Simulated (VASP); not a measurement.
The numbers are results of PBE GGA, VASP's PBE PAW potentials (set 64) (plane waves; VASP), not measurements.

The input files of a VASP run:

### INCAR
```
SYSTEM=Rh
PREC=Accurate; ENCUT=400; LREAL=.False.
LASPH=.True.
EDIFF=1E-6; NELM=100; ALGO=Normal
LMAXMIX=4
ISMEAR=1; SIGMA=0.1
GGA=PE
ISIF=2
LWAVE=.False.; LCHARG=.False.
```

POSCAR:
```
Rh
1
    0.0000000000     1.9380000000     1.9380000000
    1.9380000000     0.0000000000     1.9380000000
    1.9380000000     1.9380000000     0.0000000000
Rh
1
Direct
  0.0000000000   0.0000000000   0.0000000000
```

**KPOINTS**
```
Automatic mesh
0
Gamma
15 15 15
0 0 0
```

POTCAR, in this order: Rh_pv (PBE.64 set). Program: vasp_std.

The run wrote:

File OUTCAR:
```
 ion  position               nearest neighbor table
   1  0.000  0.000  0.000-
  LATTYP: Found a face centered cubic cell.
 ALAT       =     3.8760000000
 Subroutine PRICEL returns:
 Original cell was already a primitive cell.
 Subroutine GETGRP returns: Found 48 space group operations
The static configuration has the point symmetry O_h .
The dynamic configuration has the point symmetry O_h .
 Subroutine INISYM returns: Found 48 space group operations
 Subroutine IBZKPT returns following result:
 Found    120 irreducible k-points:

 Following reciprocal coordinates:
            Coordinates               Weight
  0.000000  0.000000  0.000000      1.000000
  0.066667  0.000000  0.000000      8.000000
  0.133333  0.000000  0.000000      8.000000
  0.200000  0.000000  0.000000      8.000000
  0.266667  0.000000  0.000000      8.000000
  0.333333  0.000000  0.000000      8.000000
  0.400000  0.000000  0.000000      8.000000
  0.466667  0.000000  0.000000      8.000000
  0.066667  0.066667  0.000000      6.000000
  0.133333  0.066667  0.000000     24.000000
  0.200000  0.066667  0.000000     24.000000
  0.266667  0.066667  0.000000     24.000000
  0.333333  0.066667  0.000000     24.000000
  0.400000  0.066667  0.000000     24.000000
  0.466667  0.066667  0.000000     24.000000
 -0.466667  0.066667  0.000000     24.000000
 -0.400000  0.066667  0.000000     24.000000
 -0.333333  0.066667  0.000000     24.000000
 -0.266667  0.066667  0.000000     24.000000
 -0.200000  0.066667  0.000000     24.000000
 -0.133333  0.066667  0.000000     24.000000
 -0.066667  0.066667  0.000000     12.000000
  0.133333  0.133333  0.000000      6.000000
  0.200000  0.133333  0.000000     24.000000
  0.266667  0.133333  0.000000     24.000000
  0.333333  0.133333  0.000000     24.000000
  0.400000  0.133333  0.000000     24.000000
  0.466667  0.133333  0.000000     24.000000
 -0.466667  0.133333  0.000000     24.000000
 -0.400000  0.133333  0.000000     24.000000
 -0.333333  0.133333  0.000000     24.000000
 -0.266667  0.133333  0.000000     24.000000
 -0.200000  0.133333  0.000000     24.000000
 -0.133333  0.133333  0.000000     12.000000
  0.200000  0.200000  0.000000      6.000000
  0.266667  0.200000  0.000000     24.000000
  0.333333  0.200000  0.000000     24.000000
  0.400000  0.200000  0.000000     24.000000
  0.466667  0.200000  0.000000     24.000000
 -0.466667  0.200000  0.000000     24.000000
   k-points           NKPTS =    120   k-points in BZ     NKDIM =    120   number of bands    NBANDS=     11
   number of dos      NEDOS =    301   number of ions     NIONS =      1
   total plane-waves  NPLWV =   5832
   dimension x,y,z NGX =    18 NGY =   18 NGZ =   18
   dimension x,y,z NGXF=    36 NGYF=   36 NGZF=   36
   ions per type =               1
   PREC   = accura    normal or accurate (medium, high low for compatibility)
   ISTART =      0    job   : 0-new  1-cont  2-samecut
   ICHARG =      2    charge: 1-file 2-atom 10-const
   ISPIN  =      1    spin polarized calculation?
   LNONCOLLINEAR =      F non collinear calculations
   LSORBIT =      F    spin-orbit coupling
   INIWAV =      1    electr: 0-lowe 1-rand  2-diag
   ENCUT  =  400.0 eV  29.40 Ry    5.42 a.u.   4.47  4.47  4.47*2*pi/ulx,y,z
   NELM   =    100;   NELMIN=  2; NELMDL= -5     # of ELM steps
   EDIFF  = 0.1E-05   stopping-criterion for ELM
   LREAL  =      F    real-space projection
   NLSPLINE    = F    spline interpolate recip. space projectors
   LMAXMIX     =    4 max onsite mixed and CHGCAR
   VOSKOWN=      0    Vosko Wilk Nusair interpolation
...
```

OSZICAR:
```
       N       E                     dE             d eps       ncg     rms          rms(c)
DAV:   1     0.958826279730E+02    0.95883E+02   -0.82636E+03  2656   0.119E+03
DAV:   2    -0.649159551892E+01   -0.10237E+03   -0.97745E+02  2745   0.341E+02
DAV:   3    -0.774551146428E+01   -0.12539E+01   -0.12492E+01  3042   0.433E+01
DAV:   4    -0.775332308250E+01   -0.78116E-02   -0.78109E-02  2873   0.354E+00
DAV:   5    -0.775344868253E+01   -0.12560E-03   -0.12560E-03  3006   0.417E-01    0.878E+00
DAV:   6    -0.725971993436E+01    0.49373E+00   -0.12216E+00  2724   0.162E+01    0.290E+00
DAV:   7    -0.724651835033E+01    0.13202E-01   -0.14006E-02  2952   0.144E+00    0.149E+00
DAV:   8    -0.724312022631E+01    0.33981E-02   -0.27283E-03  2736   0.817E-01    0.122E-01
DAV:   9    -0.724305597199E+01    0.64254E-04   -0.50418E-05  3039   0.108E-01    0.164E-02
DAV:  10    -0.724306018289E+01   -0.42109E-05   -0.33431E-06  2817   0.261E-02    0.197E-03
DAV:  11    -0.724306019181E+01   -0.89258E-08   -0.13030E-07  1533   0.501E-03
   1 F= -.72430602E+01 E0= -.72430276E+01  d E =-.977966E-04
```

File OUTCAR:
```
------------------------ aborting loop because EDIFF is reached ----------------------------------------
  FORCE on cell =-STRESS in cart. coord.  units (eV):
  Direction    XX          YY          ZZ          XY          YZ          ZX
  --------------------------------------------------------------------------------------
  Total       -0.8808142     -0.8808142     -0.8808142      0.0000000      0.0000000     -0.0000000
  in kB      -96.9401253    -96.9401253    -96.9401253      0.0000000      0.0000000     -0.0000000
  external PRESSURE =     -96.9401253 kB  Pullay stress =       0.0000000 kB
  volume of cell :       14.56
      direct lattice vectors                 reciprocal lattice vectors
     0.000000000  1.938000000  1.938000000    -0.257997936  0.257997936  0.257997936
     1.938000000  0.000000000  1.938000000     0.257997936 -0.257997936  0.257997936
     1.938000000  1.938000000  0.000000000     0.257997936  0.257997936 -0.257997936
 POSITION                                       TOTAL-FORCE (eV/Angst)
 -----------------------------------------------------------------------------------
      0.00000      0.00000      0.00000         0.000000      0.000000      0.000000
 -----------------------------------------------------------------------------------
    total drift:                               -0.000000     -0.000000      0.000000
  FREE ENERGIE OF THE ION-ELECTRON SYSTEM (eV)
  ---------------------------------------------------
  free  energy   TOTEN  =        -7.2430601918 eV

  energy  without entropy=       -7.2429623952  energy(sigma->0) =       -7.24302759
```
(Selected blocks of OUTCAR.)

The compound is Rh in the fcc structure. The cell was not relaxed at this level.
